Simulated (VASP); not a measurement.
Computed with PBEsol GGA, VASP's PBE PAW potentials (set 64) (plane waves; VASP).

Input for VASP

INCAR:
```
! general
SYSTEM  = ErSb
PREC    = Accurate
ENCUT   = 400
LREAL   = .FALSE.
LASPH   = .TRUE.

! electronic loop
EDIFF   = 1E-6
NELM    = 100
ALGO    = Normal
LMAXMIX = 6

! smearing
ISMEAR  = 1
SIGMA   = 0.1

! functional
GGA     = PS

! ions
IBRION  = 2
NSW     = 60
ISIF    = 3
EDIFFG  = -0.01

! output
LWAVE   = .FALSE.
LCHARG  = .FALSE.
```

### POSCAR
```
ErSb
1.0
  0.0000000000   3.0530000000   3.0530000000
  3.0530000000   0.0000000000   3.0530000000
  3.0530000000   3.0530000000   0.0000000000
Er Sb
1 1
direct
  0.0000000000   0.0000000000   0.0000000000
  0.5000000000   0.5000000000   0.5000000000
```

**KPOINTS**
```
Automatic
0
Gamma
  9 9 9
```

POTCAR, in this order: Er_3 Sb (PBE.64 set). Program: vasp_std.

The resulting files:

OUTCAR:
```
 ion  position               nearest neighbor table
   1  0.000  0.000  0.000-   2 3.05   2 3.05   2 3.05   2 3.05   2 3.05   2 3.05
   2  0.500  0.500  0.500-   1 3.05   1 3.05   1 3.05   1 3.05   1 3.05   1 3.05
  LATTYP: Found a face centered cubic cell.
 ALAT       =     6.1060000000
 Subroutine PRICEL returns:
 Original cell was already a primitive cell.
 Subroutine GETGRP returns: Found 48 space group operations
The static configuration has the point symmetry O_h .
The dynamic configuration has the point symmetry O_h .
 Subroutine INISYM returns: Found 48 space group operations
 Subroutine IBZKPT returns following result:
 Found     35 irreducible k-points:

 Following reciprocal coordinates:
            Coordinates               Weight
  0.000000  0.000000  0.000000      1.000000
  0.111111  0.000000  0.000000      8.000000
  0.222222  0.000000  0.000000      8.000000
  0.333333  0.000000  0.000000      8.000000
  0.444444  0.000000  0.000000      8.000000
  0.111111  0.111111  0.000000      6.000000
  0.222222  0.111111  0.000000     24.000000
  0.333333  0.111111  0.000000     24.000000
  0.444444  0.111111  0.000000     24.000000
...
```

### OSZICAR
```
       N       E                     dE             d eps       ncg     rms          rms(c)
DAV:   1     0.267089363945E+02    0.26709E+02   -0.56462E+03  1218   0.972E+02
DAV:   2    -0.103451205925E+02   -0.37054E+02   -0.34792E+02  1252   0.256E+02
DAV:   3    -0.118288810964E+02   -0.14838E+01   -0.14585E+01  1260   0.347E+01
DAV:   4    -0.118497473354E+02   -0.20866E-01   -0.20390E-01  1318   0.340E+00
DAV:   5    -0.118504421990E+02   -0.69486E-03   -0.69307E-03  1326   0.464E-01    0.207E+01
DAV:   6    -0.117098286251E+02    0.14061E+00   -0.35600E-01  1444   0.669E+00    0.129E+01
DAV:   7    -0.117205789990E+02   -0.10750E-01   -0.20225E-01  1452   0.593E+00    0.919E-01
DAV:   8    -0.117124155255E+02    0.81635E-02   -0.46920E-02  1449   0.218E+00    0.101E-01
DAV:   9    -0.117124215643E+02   -0.60388E-05   -0.81577E-04  1232   0.250E-01    0.755E-02
DAV:  10    -0.117124262212E+02   -0.46569E-05   -0.64375E-05  1286   0.476E-02    0.553E-02
DAV:  11    -0.117124248580E+02    0.13632E-05   -0.21945E-05  1446   0.458E-02    0.777E-03
DAV:  12    -0.117124245546E+02    0.30346E-06   -0.34309E-07   667   0.100E-02
   1 F= -.11712425E+02 E0= -.11712176E+02  d E =-.117124E+02
       N       E                     dE             d eps       ncg     rms          rms(c)
DAV:   1    -0.117704809772E+02   -0.58056E-01   -0.11802E+00  1161   0.168E+01    0.161E+00
DAV:   2    -0.117319745362E+02    0.38506E-01   -0.41795E-02  1197   0.322E+00    0.848E-01
DAV:   3    -0.117155265502E+02    0.16448E-01   -0.42786E-02  1235   0.356E+00    0.436E-01
DAV:   4    -0.117155517650E+02   -0.25215E-04   -0.53923E-04   980   0.216E-01    0.388E-01
DAV:   5    -0.117155011133E+02    0.50652E-04   -0.57433E-04  1205   0.174E-01    0.501E-02
DAV:   6    -0.117154980546E+02    0.30587E-05   -0.15463E-05  1217   0.414E-02    0.460E-02
DAV:   7    -0.117154909783E+02    0.70763E-05   -0.11505E-05  1323   0.442E-02    0.286E-02
DAV:   8    -0.117154890257E+02    0.19526E-05   -0.19402E-06   706   0.298E-02    0.186E-02
DAV:   9    -0.117154885545E+02    0.47121E-06   -0.12201E-05  1307   0.376E-02    0.522E-03
DAV:  10    -0.117154882658E+02    0.28876E-06   -0.42800E-07   496   0.133E-02
   2 F= -.11715488E+02 E0= -.11715241E+02  d E =-.306371E-02
       N       E                     dE             d eps       ncg     rms          rms(c)
DAV:   1    -0.117270055632E+02   -0.11517E-01   -0.18819E-01  1158   0.624E+00    0.651E-01
DAV:   2    -0.117208103921E+02    0.61952E-02   -0.66749E-03  1179   0.130E+00    0.344E-01
DAV:   3    -0.117181577310E+02    0.26527E-02   -0.69848E-03  1235   0.144E+00    0.174E-01
DAV:   4    -0.117181611331E+02   -0.34021E-05   -0.87273E-05   964   0.865E-02    0.158E-01
DAV:   5    -0.117181480118E+02    0.13121E-04   -0.12474E-04  1211   0.785E-02    0.237E-02
DAV:   6    -0.117181463963E+02    0.16155E-05   -0.37615E-06   884   0.212E-02    0.212E-02
DAV:   7    -0.117181442379E+02    0.21584E-05   -0.16573E-06   609   0.225E-02    0.136E-02
DAV:   8    -0.117181437787E+02    0.45917E-06   -0.74149E-06  1104   0.222E-02
   3 F= -.11718144E+02 E0= -.11717885E+02  d E =-.571922E-02
```

File OUTCAR:
```
------------------------ aborting loop because EDIFF is reached ----------------------------------------
  FORCE on cell =-STRESS in cart. coord.  units (eV):
  Direction    XX          YY          ZZ          XY          YZ          ZX
  --------------------------------------------------------------------------------------
  Total        0.0026468      0.0026468      0.0026468     -0.0000000      0.0000000      0.0000000
  in kB        0.0761859      0.0761859      0.0761859     -0.0000000      0.0000000      0.0000000
  external PRESSURE =       0.0761859 kB  Pullay stress =       0.0000000 kB
  volume of cell :       55.66
      direct lattice vectors                 reciprocal lattice vectors
    -0.000000000  3.030478385  3.030478385    -0.164990452  0.164990452  0.164990452
     3.030478385 -0.000000000  3.030478385     0.164990452 -0.164990452  0.164990452
     3.030478385  3.030478385 -0.000000000     0.164990452  0.164990452 -0.164990452
 POSITION                                       TOTAL-FORCE (eV/Angst)
 -----------------------------------------------------------------------------------
      0.00000      0.00000     -0.00000         0.000000      0.000000      0.000000
      3.03048      3.03048      3.03048        -0.000000     -0.000000     -0.000000
 -----------------------------------------------------------------------------------
    total drift:                                0.000000      0.000000      0.000000
  FREE ENERGIE OF THE ION-ELECTRON SYSTEM (eV)
  ---------------------------------------------------
  free  energy   TOTEN  =       -11.7181437787 eV

  energy  without entropy=      -11.7173666514  energy(sigma->0) =      -11.71788474

 reached required accuracy - stopping structural energy minimisation
```
(Selected blocks of OUTCAR.)

**CONTCAR**
```
ErSb
   1.00000000000000
    -0.0000000000000000    3.0304783850226231    3.0304783850226231
     3.0304783850226231   -0.0000000000000000    3.0304783850226231
     3.0304783850226231    3.0304783850226231   -0.0000000000000000
  Er              Sb
     1     1
Direct
     0.0000000000000000    0.0000000000000000    0.0000000000000000
     0.5000000000000000    0.5000000000000000    0.5000000000000000
```

The 4f electrons are frozen in the core of the lanthanide potential, so 4f levels, which can set the real gap, and their magnetism are missing. Energy and stress use the plane-wave basis of the starting cell.

The structure comes from a measured ErSb entry (Fm-3m) of the Crystallography Open Database, whose conditions weren't checked. This run relaxes it. Symmetry was kept, so distortions that lower it aren't found.
